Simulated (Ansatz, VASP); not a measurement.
## Cross-check of MgB2 between VASP and Ansatz

Wanted: the spread between two codes on one cell, functional and k mesh. The cell is taken from a series of runs on this material, whose earlier steps may have relaxed, scaled, displaced or heated it; both programs get it as it stands.

Method: plane waves, with VASP 6.6.1 beside it; relaxation of cell and atoms at r2SCAN and zone-centre phonons at PBE, in Ansatz 0.2.0.

## Step 1: The structure

Symmetry: P6/mmm, No. 191, hexagonal system. The conventional cell has a = 3.062 Å, b = 3.062 Å, c = 3.503 Å, α = 90.00°, β = 90.00°, γ = 120.00°. Nearest to Mg lie 12 B at 2.49 Å. Nearest to B lie 3 B at 1.77 Å and 6 Mg at 2.49 Å. Farther neighbours are not listed.

## Step 2: Ansatz: relaxation of cell and atoms, r2SCAN

Ansatz runs on its PAW soft_1 files.

The relaxed volume is the usual yardstick between codes: in a stiff, nearly cubic crystal its relative difference is about their pressure difference at one cell divided by the bulk modulus.

input.yaml reads:

```yaml
crystal:
  lattice:
    - [3.0620590484, 0.0, 0.0]
    - [-1.5310295242, 2.6518209238, 0.0]
    - [0.0, 0.0, 3.5030837049]
  atoms:
    - { symbol: Mg, position: [0.0, 0.0, 0.0] }
    - { symbol: B, position: [0.3333333333, 0.6666666667, 0.5] }
    - { symbol: B, position: [0.6666666667, 0.3333333333, 0.5] }
kpoints:
  mp_grid: { grid: [15, 15, 12] }
hamiltonian:
  xc: r2scan
  pseudopotentials: { kind: paw, azcp: { folder: soft_1 } }
scf:
  occupations: { method: methfessel_paxton, width: 0.2 }
output:
  forces: true
  stress: true
  eigenvalues: true
relax:
  adjacent_minimum: "off"
  f_tol: 0.001
  max_steps: 60
  cell: { stress_tol: 0.01 }
```

On the command line:

```
$ ansatz run input.yaml --threads 4 --pin off --max-ram 16384MiB --backend cpu --events-out ev --progress --plain --runs-dir out
```

Numbers of over 12 decimals in the logs are rounded to 6 here.

What it wrote:

```text
Engine: ansatz 0.2.0, aarch64-unknown-linux-gnu
Pseudopotentials: kind: paw
Pseudopotential: Mg, paw, valence charge 10, recommended cutoff 500 eV (meta_gga), soft_1/Mg.paw.azcp
Pseudopotential: B, paw, valence charge 3, recommended cutoff 500 eV (meta_gga), soft_1/B.paw.azcp
Functional definition: r2SCAN
  parameter k0 = 0.174
  parameter k1 = 0.065
  parameter a1 = 4.9479
  exchange = r2scan_x(k0 = k0, k1 = k1, a1 = a1)
  correlation = r2scan_c
Crystal: 3 atoms, lattice volume = 28.445 Å³
Basis set: ecut = 500 eV, 745 PW (Γ), exchange–correlation on 96×96×108 points (64 copies of the dense FFT grid, shifted against one another)
Bands: 12, of which v1, the nominal top of the filled ones, is band 8 counted from 1 (7 counted from 0)
Symmetry: 24 space group operations
Space group: P6/mmm (ITA 191), of the structure as read, at distance tolerance 3.1e-5 Å
k-points: 189 of 2700
Non-local potential: Mg, projectors of the file, l = 0: 3, l = 1: 2, l = 2: 1
Non-local potential: B, projectors of the file, l = 0: 2, l = 1: 2, l = 2: 1
PAW form: soft (Blöchl's): semilocal exchange-correlation on the pseudo side does not see the compensation charge
PAW frozen core: Mg, regenerated for the run's functional (the file was generated under x = pbe(κ = 0.804, μ = 0.219515), c = pbe(β = 0.066725))
PAW frozen core: B, regenerated for the run's functional (the file was generated under x = pbe(κ = 0.804, μ = 0.219515), c = pbe(β = 0.066725))
PAW one-centre angular grid: Mg, 302 points (default); XC on 224 Gauss nodes
PAW one-centre angular grid: B, 302 points (default); XC on 223 of its mesh's 2233 points in the sphere
Initial density: superposition of atomic densities (chi_scale 0.1, normalization cell, long waves kept (reshape's long-wave potential 0.00 eV rms))
Initial wavefunctions: pseudopotential atomic-orbital guess
Functional: x = r2scan, c = r2scan; τ floored in thin density (d = 2e-4 eV/Å³)
SCF iter   1: F=—  HF=-2240.675901 eV  |F-HF|=—  |Δ(HF+E_count)|=         —  Δρ=7.65e-2  dr2=2.67e0  dr2_τ=3.45e-1  ethr=3.10e-3  ⟨swp⟩=5.0  Hψ=12519  notcnv=0
preconditioner: auto → none  [metal: Δε(μ)=0.003 eV  Ē_g=12.568 eV  σ=0.200 eV  W_gap=0.01  n_scr=8 (ndim 8)  ℏωp=19.7 eV  f_vac=0.000  D(μ)=0.55/eV (n_scr^D=2)  sad-step TF]
SCF iter   2: F=—  HF=-2240.331718 eV  |F-HF|=—  |Δ(HF+E_count)|=   3.44e-1  S|Δr|=    0.00e0  Δρ=4.74e-2  dr2=1.15e0  dr2_τ=4.13e-3  ethr=3.10e-3  ⟨swp⟩=2.6  Hψ=5025  notcnv=0  defer=3
SCF iter   3: F=—  HF=-2240.054390 eV  |F-HF|=—  |Δ(HF+E_count)|=   2.77e-1  S|Δr|=    0.00e0  Δρ=1.03e-2  dr2=2.70e-2  dr2_τ=1.16e-3  ethr=3.10e-3  ⟨swp⟩=2.9  Hψ=4216  notcnv=0  defer=4
SCF iter   4: F=—  HF=-2240.048944 eV  |F-HF|=—  |Δ(HF+E_count)|=   5.45e-3  S|Δr|=    0.00e0  Δρ=2.38e-3  dr2=9.02e-4  dr2_τ=1.80e-5  ethr=1.69e-4  ⟨swp⟩=1.4  Hψ=3957  notcnv=0  defer=3
SCF iter   5: F=—  HF=-2240.049925 eV  |F-HF|=—  |Δ(HF+E_count)|=   9.80e-4  S|Δr|=    0.00e0  Δρ=2.87e-4  dr2=2.08e-5  dr2_τ=5.37e-7  ethr=5.64e-6  ⟨swp⟩=2.1  Hψ=3336  notcnv=0  defer=3
SCF iter   6: F=—  HF=-2240.049931 eV  |F-HF|=—  |Δ(HF+E_count)|=   6.29e-6  S|Δr|=    0.00e0  Δρ=5.39e-5  dr2=1.42e-6  dr2_τ=1.76e-8  ethr=1.30e-7  ⟨swp⟩=2.2  Hψ=3611  notcnv=0  defer=3
SCF iter   7: F=-2240.049932 eV  HF=-2240.049932 eV  |F-HF|=1.39e-8  |Δ(HF+E_count)|=   6.29e-7  S|Δr|=    0.00e0  Δρ=7.79e-6  dr2=8.82e-9  dr2_τ=2.09e-10  ethr=6.25e-10  ⟨swp⟩=7.2  Hψ=12602  notcnv=0
SCF 1 converged in 7 iterations: F = -2240.049932 eV  dr2 = 8.82e-9
  greatest PAW one-centre occupation: 1.000 electrons in one spin orbital (limit 2), on the Mg atom at site 0 (counted from 0), in its partial waves of l = 0
relax step   1: F+E_penalty+E_count = -2240.04993166 eV  Δ(F+E_penalty+E_count) = +0.000e0 eV  max|allowed force component| = 1.110e-16 eV/Å  Δτ_max = 0.0000 Å  P = +1.154 GPa  Ω = 28.445 Å³  (7 SCF iters, dr2 threshold 1.00e-7 eV, accepted)
[...]
relax step   2: F+E_penalty+E_count = -2240.05079249 eV  Δ(F+E_penalty+E_count) = -8.608e-4 eV  max|allowed force component| = 1.789e-16 eV/Å  Δτ_max = 0.0000 Å  P = +0.377 GPa  Ω = 28.612 Å³  energy of the carried Pulay correction = -2.737e-5 eV  (4 SCF iters, dr2 threshold 3.00e-7 eV, accepted)
[...]
relax step   3: F+E_penalty+E_count = -2240.05085893 eV  Δ(F+E_penalty+E_count) = -6.644e-5 eV  max|allowed force component| = 1.974e-16 eV/Å  Δτ_max = 0.0000 Å  P = -0.053 GPa  Ω = 28.686 Å³  energy of the carried Pulay correction = -3.849e-5 eV  (3 SCF iters, dr2 threshold 3.00e-7 eV, accepted)
[...]
relax step   4: F+E_penalty+E_count = -2240.05086384 eV  Δ(F+E_penalty+E_count) = -4.907e-6 eV  max|allowed force component| = 1.295e-16 eV/Å  Δτ_max = 0.0000 Å  P = -0.001 GPa  Ω = 28.679 Å³  energy of the carried Pulay correction = -3.761e-5 eV  (2 SCF iters, dr2 threshold 2.33e-8 eV, accepted)
[...]
relax step   5: F+E_penalty+E_count = -2240.05089924 eV  Δ(F+E_penalty+E_count) = -3.540e-5 eV  max|allowed force component| = 1.665e-16 eV/Å  Δτ_max = 0.0000 Å  P = -0.001 GPa  Ω = 28.679 Å³  stress off target by 3.22e-3 GPa  SCF on the basis re-selected at this cell (its energy is not comparable with the rows above)  (6 SCF iters)
basis re-selected at this cell: Δ(F+E_penalty+E_count) = -3.540e-5 eV, ΔP = -0.000 GPa vs the last step (what re-selecting the basis moved, of the pressure what is left beyond the Pulay correction that the steps carried, after the strain that the cell walked since its last selection, with what the two solves' SCF thresholds leave and, on support functions, any second-order correction that the steps lacked; it is no m [...]
SCF converged after 6 iterations
Stability not checked: this state was not tested for a lower state beside it, because cold or Methfessel-Paxton smearing, or corrected tetrahedra, fill the levels in a way that the test cannot read (fill_not_monotonic; see scf.lower_state_search)
Free energy (F): -2240.050899 eV
Harris-Foulkes:  -2240.050899 eV  (|F-HF|=9.09e-13)
Internal energy: -2240.051238 eV  (E = F + TS)
E sigma→0 (E₀):  -2240.050984 eV
Entropy (-TS):   0.000339 eV (0.113 meV/atom)
Fermi energy:    9.338582 eV
--- Per-component energies (eV) ---
  E_band       = -309.001712
  E_kinetic    = 168.674304
  E_local      = -1603.763771  (includes V_loc(G=0)·N_el)
  E_nonlocal   = 211.016305
  E_hartree    = 546.169113
  E_xc         = -89.483092
  E_vxc        = -119.972852  (∫ρ·V_xc dr)
  E_paw        = -463.606587  (= ΣΔE_a)
  E_vpaw       = -63.438528  (= ΣTr[D̂ρ^β])
  E_aug_tail   = -0.000023  (compensation charges beyond the density's cutoff)
  E_vtau       = 6.144611  (kinetic-family band-sum trace: ∫τ·v_τ [+ j·A + Jᵃ·Aᵃ] dr)
  E_ewald      = -1008.994395
  E_core_change = -0.063093  (= ΣΔE_core)
  E_smearing   = 0.000339  (= −TS)
  E_closure    = -0.000000  (closes the sum)
  Σ components = -2240.050899   (vs F -2240.050899, Δ=0.00e0)
--- Forces (eV/Å), atoms counted from 1 ---
  atom   1  Mg     0.00000000     0.00000000     0.00000000
  atom   2  B      0.00000000     0.00000000     0.00000000
  atom   3  B     -0.00000000    -0.00000000     0.00000000
  max |Σ_I F_I| component: 1.54e-32 eV/Å
--- Stress (GPa, compression-positive) ---
        0.000543      -0.000000       0.000000
       -0.000000       0.000543       0.000000
        0.000000       0.000000      -0.003219
  P = ⅓ Tr σ = -0.0007 GPa (-0.007 kbar)
--- Band table (eV; the first three rows and the last of 189) ---
  k-point 0: bands = [... 4 lower, -3.9670, 6.1243, 9.7597, 9.7597, 11.2672, 16.0787, 16.0787, 18.0219]
  k-point 1: bands = [... 4 lower, -3.9051, 5.6351, 9.7840, 9.7840, 11.9104, 16.0971, 16.0971, 18.0236]
  k-point 2: bands = [... 4 lower, -3.7249, 4.5970, 9.8517, 9.8517, 13.4103, 16.1483, 16.1483, 18.0284]
  k-point 188: bands = [... 4 lower, 2.4122, 2.4122, 3.8512, 7.2421, 7.2421, 13.5866, 22.0458, 22.1313]
--- Relaxed structure (4 steps of the walk, 4 accepted, 1 SCFs on fresh bases) ---
  F+E_penalty+E_count = -2240.05089924 eV   max|allowed force component| = 1.665e-16 eV/Å   (the final SCF, on the basis selected at the relaxed cell)
  cell:  # Å, volume = 28.6790 Å³
    - [3.066677, 0.0, 0.0]
    - [-1.533339, 2.655820, 0.0]
    - [0.0, 0.0, 3.521256]
  atoms:
    - { symbol: Mg, position: [0, 0, 0.0] }
    - { symbol: B, position: [0.333333, 0.666667, 0.500000] }
    - { symbol: B, position: [0.666667, 0.333333, 0.500000] }
```

Reading the cycles: dr2 is the Hartree energy of the density residual (eV), the measure of convergence; HF is the Harris–Foulkes estimate of the energy, which meets the free energy F at convergence.

## Step 3: VASP: relaxation of cell and atoms, r2SCAN

The same cell, functional, mesh and smearing now go to VASP, with its own data sets.

Lines of VASP's logs that name or quote its potential files are left out, and so is its time.

INCAR reads:

```
SYSTEM = MgB2
PREC = Accurate
ENCUT = 660
EDIFF = 1E-07
NELM = 120
ISMEAR = 1
SIGMA = 0.2
LREAL = .FALSE.
ALGO = Normal
METAGGA = R2SCAN
LASPH = .TRUE.
NBANDS = 10
LORBIT = 11
LWAVE = .FALSE.
LCHARG = .FALSE.
ISIF = 3
IBRION = 2
NSW = 80
EDIFFG = -0.005
GGA_COMPAT = .FALSE.
NELMIN = 4
LMIXTAU = .TRUE.
KPAR = 2
```

POSCAR reads:

```
MgB2
1.0
    3.0620590000      0.0000000000      0.0000000000
   -1.5310300000      2.6518210000      0.0000000000
    0.0000000000      0.0000000000      3.5030840000
Mg B
1 2
Direct
    0.0000000000      0.0000000000      0.0000000000
    0.3333335050      0.6666667924      0.5000000000
    0.6666668215      0.3333332076      0.5000000000
```

KPOINTS reads:

```
Automatic mesh
0
Gamma
15 15 12
0 0 0
```

Potentials, in the order of the species: Mg and B (PBE family, release 64).

On the command line:

```
$ mpirun -np 2 vasp_std
```

What it wrote:

```text
[banner, memory and clock lines left out]
running    2 mpi-ranks, on    1 nodes
 distrk:  each k-point on    1 cores,    2 groups
 distr:  one band on    1 cores,    1 groups

 POSCAR found type information on POSCAR MgB
 POSCAR found :  2 types and       3 ions
|                                                                             |
|               ----> ADVICE to this user running VASP <----                  |
|                                                                             |
|     You enforced a specific xc type in the INCAR file but a different       |
|     [... a line on the potential file left out ...]
|     I HOPE YOU KNOW WHAT YOU ARE DOING!                                     |
|                                                                             |

 LDA part: xc-table for (None), standard interpolation
 POSCAR, INCAR and KPOINTS ok, starting setup
 FFT: planning ... GRIDC
 FFT: planning ... GRID_SOFT
 FFT: planning ... GRID
 WAVECAR not read
 entering main loop
       N       E                     dE             d eps       ncg     rms          rms(c)
DAV:   1     0.653544168231E+01    0.65354E+01   -0.46975E+03  3924   0.861E+02
DAV:   2    -0.211181318621E+02   -0.27654E+02   -0.26178E+02  4920   0.130E+02
DAV:   3    -0.218587893302E+02   -0.74066E+00   -0.73686E+00  4988   0.193E+01
DAV:   4    -0.218610321238E+02   -0.22428E-02   -0.22422E-02  4852   0.105E+00
DAV:   5    -0.218610395363E+02   -0.74125E-05   -0.74121E-05  4620   0.595E-02    0.538E+00
DAV:   6    -0.195669582266E+02    0.22941E+01   -0.20598E+00  4170   0.859E+00    0.279E+00
DAV:   7    -0.193046872722E+02    0.26227E+00   -0.72968E-01  4410   0.503E+00    0.629E-01
DAV:   8    -0.193237931046E+02   -0.19106E-01   -0.24966E-01  4066   0.410E+00    0.485E-01
DAV:   9    -0.194077051027E+02   -0.83912E-01   -0.55245E-02  3902   0.197E+00    0.144E-01
DAV:  10    -0.194105289227E+02   -0.28238E-02   -0.54453E-03  4214   0.672E-01    0.541E-02
DAV:  11    -0.194083535775E+02    0.21753E-02   -0.95752E-04  3992   0.301E-01    0.177E-02
DAV:  12    -0.194084741214E+02   -0.12054E-03   -0.43215E-04  4058   0.204E-01    0.109E-02
DAV:  13    -0.194084497054E+02    0.24416E-04   -0.57825E-05  4044   0.757E-02    0.308E-03
DAV:  14    -0.194084501689E+02   -0.46348E-06   -0.26282E-06  4720   0.174E-02    0.189E-03
DAV:  15    -0.194084504753E+02   -0.30635E-06   -0.14385E-06  4076   0.123E-02    0.299E-04
DAV:  16    -0.194084511914E+02   -0.71614E-06   -0.11480E-07  3994   0.407E-03    0.170E-04
DAV:  17    -0.194084511376E+02    0.53822E-07   -0.10790E-08  2138   0.109E-03
   1 F= -.19408451E+02 E0= -.19408424E+02  d E =-.194085E+02
[...]
2 F= -.19408639E+02 E0= -.19408617E+02  d E =-.187966E-03
[...]
3 F= -.19408663E+02 E0= -.19408640E+02  d E =-.212049E-03
[...]
4 F= -.19408664E+02 E0= -.19408640E+02  d E =-.212571E-03
 curvature:  -0.39 expect dE=-0.116E-04 dE for cont linesearch -0.234E-08
 trial: gam= 0.04809 g(F)=  0.805E-42 g(S)=  0.300E-04 ort = 0.188E-05 (trialstep = 0.952E+00)
 search vector abs. value=  0.315E-04
 bond charge predicted
       N       E                     dE             d eps       ncg     rms          rms(c)
DAV:   1    -0.194086890965E+02   -0.25440E-04   -0.39470E-04  4240   0.131E-01    0.113E-02
DAV:   2    -0.194086816173E+02    0.74792E-05   -0.17078E-05  4624   0.249E-02    0.500E-03
DAV:   3    -0.194086804811E+02    0.11362E-05   -0.43066E-06  4212   0.111E-02    0.812E-04
DAV:   4    -0.194086804778E+02    0.32063E-08   -0.25412E-07  4230   0.487E-03
   5 F= -.19408680E+02 E0= -.19408684E+02  d E =-.167688E-04
 trial-energy change:   -0.000017  1 .order   -0.000017   -0.000029   -0.000006
 step:   1.2613(harm=  1.2037)  dis= 0.00000  next Energy=   -19.408681 (dE=-0.177E-04)
 reached required accuracy - stopping structural energy minimisation
```

OUTCAR, selected parts (step 3):

```text
ion  position               nearest neighbor table
   1  0.000  0.000  0.000-   3 2.49   3 2.49   2 2.49   2 2.49   2 2.49   2 2.49   3 2.49   3 2.49
                             2 2.49   2 2.49   3 2.49   3 2.49
   2  0.333  0.667  0.500-   3 1.77   3 1.77   3 1.77   1 2.49   1 2.49   1 2.49   1 2.49   1 2.49
                             1 2.49
   3  0.667  0.333  0.500-   2 1.77   2 1.77   2 1.77   1 2.49   1 2.49   1 2.49   1 2.49   1 2.49
                             1 2.49

  LATTYP: Found a hexagonal cell.
 ALAT       =     3.0620590000
 C/A-ratio  =     1.1440289034

 Subroutine GETGRP returns: Found 24 space group operations
 (whereof 24 operations were pure point group operations)

The static configuration has the point symmetry D_6h.

 Found    189 irreducible k-points:

   k-points           NKPTS =    189   k-points in BZ     NKDIM =    189   number of bands    NBANDS=     10

   dimension x,y,z NGX =    28 NGY =   28 NGZ =   30
   dimension x,y,z NGXF=    56 NGYF=   56 NGZF=   60

   ENCUT  =  660.0 eV  48.51 Ry    6.96 a.u.   6.41  6.41  7.34*2*pi/ulx,y,z

   NELECT =       8.0000    total number of electrons

 k-points in reciprocal lattice and weights: Automatic mesh
   0.00000000  0.00000000  0.00000000       0.000
   0.06666667 -0.00000000  0.00000000       0.002
   0.13333333 -0.00000000  0.00000000       0.002
   0.20000000 -0.00000000  0.00000000       0.002
   0.26666667 -0.00000000  0.00000000       0.002
   0.33333333  0.00000000  0.00000000       0.002
   0.40000000 -0.00000000  0.00000000       0.002
   0.46666667 -0.00000000  0.00000000       0.002
   0.06666667  0.06666667  0.00000000       0.002
[...]
0.33333333  0.26666667  0.50000000       0.004
   0.33333333  0.33333333  0.50000000       0.001

 average (electrostatic) potential at core
       1 -38.9469       2 -27.1970       3 -27.1970

 E-fermi :   5.3924

 k-point     1 :       0.0000    0.0000    0.0000
  band No.  band energies     occupation
      1      -7.9294      2.00000
      2       2.1951      2.00000
      3       5.8048     -0.01303
      4       5.8048     -0.01303
      5       7.3611     -0.00000
      6      12.1127      0.00000
      7      12.1127      0.00000
    ...

 k-point     2 :       0.0667   -0.0000    0.0000
  band No.  band energies     occupation
      1      -7.8471      2.00000
      2       2.2759      2.00000
      3       5.3644      1.23441
      4       5.5994     -0.05680
      5       7.4307     -0.00000
      6      12.0978      0.00000
      7      12.4876      0.00000
      8      14.2931      0.00000
    ...

 k-point     3 :       0.1333   -0.0000    0.0000
  band No.  band energies     occupation
      1      -7.6006      2.00000
      2       2.5173      2.00000
      3       4.2663      2.00000
      4       5.1052      2.06077
      5       7.6489     -0.00000
      6      11.8952      0.00000
      7      13.4866      0.00000
      8      14.8442      0.00000
      9      15.1320      0.00000
    ...

  Total       -0.0036387     -0.0036387      0.0072588      0.0000000     -0.0000000     -0.0000000
  in kB       -0.2041031     -0.2041031      0.4071673      0.0000000     -0.0000000     -0.0000000
  external PRESSURE =      -0.0003463 kB  Pullay stress =       0.0000000 kB

  energy-cutoff  :      660.00
  volume of cell :       28.56
      direct lattice vectors                 reciprocal lattice vectors
     3.065124648 -0.000000001  0.000000000     0.326251006  0.188361159  0.000000000
    -1.532562825  2.654475930 -0.000000000     0.000000000  0.376722195  0.000000000
    -0.000000000 -0.000000000  3.510568232    -0.000000000  0.000000000  0.284854170

 POSITION                                       TOTAL-FORCE (eV/Angst)
 -----------------------------------------------------------------------------------
     -0.00000     -0.00000      3.51057         0.000000      0.000000      0.000000
     -0.00000      1.76965      1.75528        -0.000000      0.000000     -0.000000
      1.53256      0.88482      1.75528         0.000000     -0.000000      0.000000
 -----------------------------------------------------------------------------------
    total drift:                               -0.000068      0.000000      0.000000

  FREE ENERGIE OF THE ION-ELECTRON SYSTEM (eV)
  ---------------------------------------------------
  free  energy   TOTEN  =       -19.4086804778 eV

  energy  without entropy=      -19.4086900682  energy(sigma->0) =      -19.40868367

 reached required accuracy - stopping structural energy minimisation

 total charge
# of ion       s       p       d       tot
------------------------------------------
    1        0.150   0.176   0.055   0.381
    2        0.704   1.247   0.000   1.951
    3        0.704   1.247   0.000   1.951
--------------------------------------------------
tot          1.558   2.671   0.055   4.284

[... 3 further parts left out ...]
```

CONTCAR:

```
MgB2
   1.00000000000000
     3.0651246480257930   -0.0000000005774299    0.0000000000000000
    -1.5325628250135512    2.6544759297126239   -0.0000000000000000
    -0.0000000000000000   -0.0000000000000000    3.5105682323493301
  Mg              B
     1     2
Direct
     0.0000000000000000    0.0000000000000000    1.0000000000000000
     0.3333335049999988    0.6666667924000009    0.5000000000000000
     0.6666668215000016    0.3333332075999991    0.5000000000000000
```

The run keeps the 24 symmetry operations of its start, so it cannot find a distortion of lower symmetry.

## Step 4: Comparison

Known differences besides the potentials themselves: VASP keeps PBE cores, Ansatz makes them for the functional; the data sets hold 16 valence electrons in Ansatz (on its PAW soft_1 files) and 8 in VASP; the cutoff is 500 eV in Ansatz and 660 eV in VASP; Ansatz adds a Pulay correction to the stress that steers its cell, VASP none. Total energies have different zeros and are not compared.

Compared:

```tsv
quantity	Ansatz	VASP	difference
volume (Å³)	28.68	28.56	+0.41 %
edge a after relaxation, in the typed setting (Å)	3.067	3.065	+0.05 %
edge c after relaxation, in the typed setting (Å)	3.521	3.511	+0.30 %
```

(Continued in part 2 of 2.)

[Lines on the potential files, build, host, timing and source positions are cut from VASP's logs without a mark.]

[Logs are printed without paths, hosts, clocks, repeated set-up lines and the standing remarks that a program may print on its own settings, such as how far it seeks lower states.]

[Hosts, paths, dates, database ids (printed as entryN), source tags and the programs' standing remarks are cut or masked in the printed files.]
